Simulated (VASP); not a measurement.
Set up this calculation in VASP 6.6.1, as the native input.

* Task: relaxation of cell and atoms
* Functional: PBEsol
* Potentials or basis: VASP PAW PBE potentials, release 64 (Cs_sv, Pb_d, Cl)
* Cutoff: 600 eV
* k mesh: 6 × 6 × 6
* Occupations: gaussian, width 0.03 eV
* Spin: no spin polarisation
* Further INCAR settings: ALGO = Normal; EDIFF = 1e-07; IBRION = 2; EDIFFG = -0.005; NSW = 90; ISIF = 3

The structure of CsPbCl3 lies in POSCAR:

```
CsPbCl3                                 
1.0
    5.6160790516     -0.0000000000     -0.0000000000
    0.0000000000      5.6160790516      0.0000000000
    0.0000000000      0.0000000000      5.6160790516
  Cs              Pb              Cl            
     1     1     3
Direct
     0.0000000000000000    0.0000000000000000    0.0000000000000000
     0.5000000000000000    0.5000000000000000    0.5000000000000000
     0.5000000000000000    0.5000000000000000    0.0000000000000000
     0.0000000000000000    0.5000000000000000    0.5000000000000000
     0.5000000000000000    0.0000000000000000    0.5000000000000000
```

These files were run (other wordings do the same):

INCAR

```
SYSTEM = CsPbCl3
PREC = Accurate ; ENCUT = 600
EDIFF = 1E-7 ; ISMEAR = 0
SIGMA = 0.03 ; LREAL = .False.
LASPH = .True. ; NELM = 80
ALGO = Normal ; ISIF = 3
LWAVE = .False. ; LCHARG = .False.
GGA = PS ; IBRION = 2
NSW = 90 ; EDIFFG = -0.005
```

KPOINTS

```
regular mesh
0
Gamma
  6 6 6
  0 0 0
```

Potentials or basis: VASP PAW PBE potentials, release 64 (Cs_sv, Pb_d, Cl).

Run with:

```console
$ cat potpaw_PBE.64/Cs_sv/POTCAR potpaw_PBE.64/Pb_d/POTCAR potpaw_PBE.64/Cl/POTCAR > POTCAR
$ mpirun -np 1 vasp_std > vasp.out
```

It gave:

```yaml
Relaxed_volume: 35.47 Å³/atom
Relaxed_cell: a = 5.619 Å, b = 5.619 Å, c = 5.619 Å, α = 90.00°, β = 90.00°, γ = 90.00°
Space_group_after_relaxing_to_0.05_Å: Pm-3m (No. 221)
Energy_gained_by_relaxing: 0.0 meV/atom
Ionic_steps: 2
Pressure_after_relaxing: 0.0 GPa
Band_gap_on_the_k_mesh: 1.84 eV, direct
```

Caveat: the PAW data sets were made with another functional, which shifts forces and pressure a little; spin-orbit coupling is left out, which as a rule narrows the gap of such compounds by several tenths of an eV.

Run time: 110 s on 1 thread of AMD EPYC 9R45 (Zen 5) (shared host), peak memory 0.37 GiB.
